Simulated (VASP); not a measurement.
VASP input:

POSCAR:
```
IrS
1
    3.7847350000     0.0000000000     0.0000000000
   -1.8923670000     3.2776760000     0.0000000000
    0.0000000000     0.0000000000     5.2749940000
Ir S
2 2
Direct
  0.0000000000   0.0000000000   0.0000000000
  0.0000000000   0.0000000000   0.5000000000
  0.3333330000   0.6666670000   0.2500000000
  0.6666670000   0.3333330000   0.7500000000
```

INCAR:
```
SYSTEM = IrS
PREC = Accurate
ENCUT = 400
EDIFF = 1E-6
NELM = 100
ALGO = Normal
LREAL = .FALSE.
LASPH = .TRUE.
ISMEAR = 0
SIGMA = 0.05
GGA = PE
LMAXMIX = 6
LWAVE = .FALSE.
LCHARG = .FALSE.
ISIF = 2
```

KPOINTS:
```
Automatic mesh
0
Gamma
5 5 3
0 0 0
```

POTCAR, in this order: Ir S (PBE.64 set). Program: vasp_gam.

The run wrote:

### standard output
```
 POSCAR found type information on POSCAR IrS
 POSCAR found :  2 types and       4 ions
 Reading from existing POTCAR
 Reading from existing POTCAR
 LDA part: xc-table for (Slater+PW92), standard interpolation

 -----------------------------------------------------------------------------
|                                                                             |
|     EEEEEEE  RRRRRR   RRRRRR   OOOOOOO  RRRRRR      ###     ###     ###     |
|     E        R     R  R     R  O     O  R     R     ###     ###     ###     |
|     E        R     R  R     R  O     O  R     R     ###     ###     ###     |
|     EEEEE    RRRRRR   RRRRRR   O     O  RRRRRR       #       #       #      |
|     E        R   R    R   R    O     O  R   R                               |
|     E        R    R   R    R   O     O  R    R      ###     ###     ###     |
|     EEEEEEE  R     R  R     R  OOOOOOO  R     R     ###     ###     ###     |
|                                                                             |
|     You are using the Gamma-point-only version with more than one           |
|     k-point or some other non-Gamma k-point.                                |
|                                                                             |
|       ---->  I REFUSE TO CONTINUE WITH THIS SICK JOB ... BYE!!! <----       |
|                                                                             |
 -----------------------------------------------------------------------------
```

Question: Read the log: what went wrong, and how is it fixed?

Answer: The cause: the Γ-only program was given a k-mesh. VASP stops with an error: You are using the Gamma-point-only version with more than one k-point or some other non-Gamma k-point. ----> I REFUSE TO CONTINUE WITH THIS SICK JOB ... BYE!!! <---- To mend it, run vasp_std.

The mended run (PBE GGA, plane waves, VASP's PBE PAW potentials (set 64)) converges, and its OSZICAR ends with
```
   1 F= -.24662442E+02 E0= -.24659965E+02  d E =-.495442E-02
```

The structure was generated: IrS was put into the NiAs type (P6_3/mmc), which need not be its known phase. The cell was not relaxed at this level.
